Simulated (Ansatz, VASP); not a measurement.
Two plane-wave programs on Cd2C

```
Cd C
1.0
     4.23814    0.00000    0.00000
     0.00000    4.23814    0.00000
     0.00000    0.00000   23.80000
Cd C
2 1
Direct
  0.50000 0.00000 0.29412
  0.00000 0.50000 0.29412
  0.00000 0.00000 0.29412
```

Alike in both runs: functional PBE; k mesh 8 × 8 × 1; occupations gaussian, width 0.02 eV; no spin polarisation.

Ansatz relaxed the structure, and its values are those at the end. VASP's run is a single point on that final structure, the one shown.

```csv
,VASP,Ansatz
version,VASP 6.6.1,Ansatz 0.2.0
potentials or method,"VASP PAW PBE potentials, release 64 (Cd, C)","scalar-relativistic, plane waves, PAW"
plane-wave cutoff (eV),520,420
valence electrons in the cell,28,44
```

Ansatz gave:

* gap on the k mesh at the Fermi level (eV): 0.21
* least direct gap on the mesh (eV): 0.22

What did VASP give for the same quantities?

gap on the k mesh at the Fermi level (eV): 0.20; least direct gap on the mesh (eV): 0.22.

The two sets of potentials don't hold the same shells in valence. Ansatz warned: «xc_potential_rough_in_thin_density».

Expect the measured gap to be larger: semilocal functionals such as PBE lack the derivative discontinuity.
